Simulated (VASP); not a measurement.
Here is the system:

```
Tl
1.0
    1.75234    -3.03514     0.00000
    1.75234     3.03514     0.00000
    0.00000     0.00000     5.67356
Tl
2
Cartesian
  1.75234   1.01171   1.41839
  1.75234  -1.01171   4.25517
```

Calculation: PBEsol GGA, VASP's PBE PAW potentials (set 64) (plane waves; VASP). Run with 480 eV cut-off, 12×12×6 Γ-centred mesh, first-order Methfessel-Paxton smearing of 0.10 eV, potentials Tl_d.

Question: Give the stress tensor in GPa (positive for a compressed cell).

Answer: 
```
-1.16   0.00   0.00
 0.00  -1.16   0.00
 0.00   0.00  -2.68
```
The pressure is its mean diagonal, -1.66 GPa.

The compound is Tl in the hcp structure. This cell was strained or had an atom moved on purpose.
